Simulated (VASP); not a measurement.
Level of theory: r2SCAN meta-GGA, VASP's PBE PAW potentials (set 64) (plane waves; VASP).

Input for VASP

INCAR:
```
ALGO  =  Normal
EDIFF  =  1E-6
EDIFFG  =  -0.01
ENCUT  =  400
IBRION  =  2
ISIF  =  3
ISMEAR  =  1
LASPH  =  .TRUE.
LCHARG  =  .FALSE.
LMIXTAU  =  .TRUE.
LREAL  =  .FALSE.
LWAVE  =  .FALSE.
METAGGA  =  R2SCAN
NELM  =  100
NSW  =  60
PREC  =  Accurate
SIGMA  =  0.1
SYSTEM  =  Ca
```

**KPOINTS**
```
Automatic mesh
0
Gamma
10 10 10
0 0 0
```

File POSCAR:
```
Ca
1
    0.0000000000     2.7900000000     2.7900000000
    2.7900000000     0.0000000000     2.7900000000
    2.7900000000     2.7900000000     0.0000000000
Ca
1
Direct
  0.0000000000   0.0000000000   0.0000000000
```

POTCAR, in this order: Ca_sv (PBE.64 set). Program: vasp_std.

Output of the run:

File OUTCAR:
```
 ion  position               nearest neighbor table
   1  0.000  0.000  0.000-
  LATTYP: Found a face centered cubic cell.
 ALAT       =     5.5800000000
 Subroutine PRICEL returns:
 Original cell was already a primitive cell.
 Subroutine GETGRP returns: Found 48 space group operations
The static configuration has the point symmetry O_h .
The dynamic configuration has the point symmetry O_h .
 Subroutine INISYM returns: Found 48 space group operations
 Subroutine IBZKPT returns following result:
 Found     47 irreducible k-points:

 Following reciprocal coordinates:
            Coordinates               Weight
  0.000000  0.000000  0.000000      1.000000
  0.100000  0.000000  0.000000      8.000000
  0.200000  0.000000  0.000000      8.000000
  0.300000  0.000000  0.000000      8.000000
  0.400000  0.000000  0.000000      8.000000
  0.500000  0.000000  0.000000      4.000000
  0.100000  0.100000  0.000000      6.000000
  0.200000  0.100000  0.000000     24.000000
  0.300000  0.100000  0.000000     24.000000
  0.400000  0.100000  0.000000     24.000000
...
```

File OSZICAR:
```
       N       E                     dE             d eps       ncg     rms          rms(c)
DAV:   1     0.509193326470E+02    0.50919E+02   -0.46781E+03   846   0.854E+02
DAV:   2    -0.794865874733E+01   -0.58868E+02   -0.58668E+02   887   0.222E+02
DAV:   3    -0.916557669916E+01   -0.12169E+01   -0.12118E+01  1373   0.328E+01
DAV:   4    -0.919857363481E+01   -0.32997E-01   -0.32960E-01  1264   0.420E+00
DAV:   5    -0.919899238346E+01   -0.41875E-03   -0.41851E-03  1359   0.321E-01    0.633E-01
DAV:   6    -0.688324761410E+01    0.23157E+01   -0.35589E+00   871   0.159E+01    0.233E+00
DAV:   7    -0.711438931334E+01   -0.23114E+00   -0.13792E-01  1106   0.329E+00    0.261E+00
DAV:   8    -0.699456426809E+01    0.11983E+00   -0.24377E-02   950   0.209E+00    0.206E+00
DAV:   9    -0.684867350245E+01    0.14589E+00   -0.32516E-01  1079   0.623E+00    0.667E-01
DAV:  10    -0.703238764728E+01   -0.18371E+00   -0.25604E-01   865   0.337E+00    0.225E-01
DAV:  11    -0.701207688529E+01    0.20311E-01   -0.17754E-02  1144   0.921E-01    0.193E-01
DAV:  12    -0.703597228181E+01   -0.23895E-01   -0.13908E-02   869   0.103E+00    0.389E-01
DAV:  13    -0.697877179453E+01    0.57200E-01   -0.40936E-02   863   0.141E+00    0.783E-01
DAV:  14    -0.703397980634E+01   -0.55208E-01   -0.35446E-02   861   0.197E+00    0.351E-01
DAV:  15    -0.703228285278E+01    0.16970E-02   -0.19653E-03   950   0.464E-01    0.248E-01
DAV:  16    -0.703386591706E+01   -0.15831E-02   -0.93539E-04   902   0.366E-01    0.186E-01
DAV:  17    -0.703343594433E+01    0.42997E-03   -0.20318E-04   893   0.146E-01    0.137E-01
DAV:  18    -0.703370552174E+01   -0.26958E-03   -0.12580E-04  1020   0.119E-01    0.102E-01
DAV:  19    -0.703352035735E+01    0.18516E-03   -0.65880E-05   965   0.913E-02    0.642E-02
DAV:  20    -0.703347219126E+01    0.48166E-04   -0.26568E-05  1379   0.381E-02    0.505E-02
DAV:  21    -0.703346789009E+01    0.43012E-05   -0.14129E-05  1004   0.450E-02    0.349E-02
DAV:  22    -0.703344709914E+01    0.20791E-04   -0.21009E-05   950   0.412E-02    0.193E-02
DAV:  23    -0.703345262189E+01   -0.55227E-05   -0.98496E-06  1223   0.356E-02    0.735E-03
DAV:  24    -0.703345196828E+01    0.65361E-06   -0.22164E-06  1088   0.133E-02
   1 F= -.70334520E+01 E0= -.70334252E+01  d E =-.703345E+01
       N       E                     dE             d eps       ncg     rms          rms(c)
DAV:   1    -0.703461099969E+01   -0.11584E-02   -0.35253E-02   853   0.238E+00    0.186E-01
DAV:   2    -0.703373319055E+01    0.87781E-03   -0.31155E-03   972   0.684E-01    0.112E-01
DAV:   3    -0.703354517188E+01    0.18802E-03   -0.21091E-03  1177   0.404E-01    0.448E-02
DAV:   4    -0.703351914735E+01    0.26025E-04   -0.23642E-04  1070   0.131E-01    0.141E-02
DAV:   5    -0.703350589548E+01    0.13252E-04   -0.19044E-05  1001   0.302E-02    0.978E-03
DAV:   6    -0.703353306937E+01   -0.27174E-04   -0.30605E-05  1339   0.305E-02    0.649E-03
DAV:   7    -0.703352854932E+01    0.45201E-05   -0.28404E-06   907   0.104E-02    0.280E-03
DAV:   8    -0.703352800592E+01    0.54340E-06   -0.51053E-07   441   0.866E-03
   2 F= -.70335280E+01 E0= -.70335078E+01  d E =-.760376E-04
```

File OUTCAR:
```
------------------------ aborting loop because EDIFF is reached ----------------------------------------
  FORCE on cell =-STRESS in cart. coord.  units (eV):
  Direction    XX          YY          ZZ          XY          YZ          ZX
  --------------------------------------------------------------------------------------
  Total       -0.0068616     -0.0068616     -0.0068616      0.0000000      0.0000000      0.0000000
  in kB       -0.2541095     -0.2541095     -0.2541095      0.0000000      0.0000000      0.0000000
  external PRESSURE =      -0.2541095 kB  Pullay stress =       0.0000000 kB
  volume of cell :       43.26
      direct lattice vectors                 reciprocal lattice vectors
    -0.000000000  2.786300121  2.786300121    -0.179449441  0.179449441  0.179449441
     2.786300121  0.000000000  2.786300121     0.179449441 -0.179449441  0.179449441
     2.786300121  2.786300121  0.000000000     0.179449441  0.179449441 -0.179449441
 POSITION                                       TOTAL-FORCE (eV/Angst)
 -----------------------------------------------------------------------------------
      2.78630      2.78630      0.00000         0.000000      0.000000      0.000000
 -----------------------------------------------------------------------------------
    total drift:                                0.000000      0.000000     -0.000000
  FREE ENERGIE OF THE ION-ELECTRON SYSTEM (eV)
  ---------------------------------------------------
  free  energy   TOTEN  =        -7.0335280059 eV

  energy  without entropy=       -7.0334673452  energy(sigma->0) =       -7.03350779

 reached required accuracy - stopping structural energy minimisation
```
(Selected blocks of OUTCAR.)

CONTCAR:
```
Ca
   1.00000000000000
    -0.0000000000000000    2.7863001209341429    2.7863001209341429
     2.7863001209341429    0.0000000000000000    2.7863001209341429
     2.7863001209341429    2.7863001209341429    0.0000000000000000
  Ca
     1
Direct
     0.0000000000000000    0.0000000000000000    1.0000000000000000
```

The compound is Ca in the fcc structure. This run relaxes it. Symmetry was kept, so distortions that lower it aren't found.
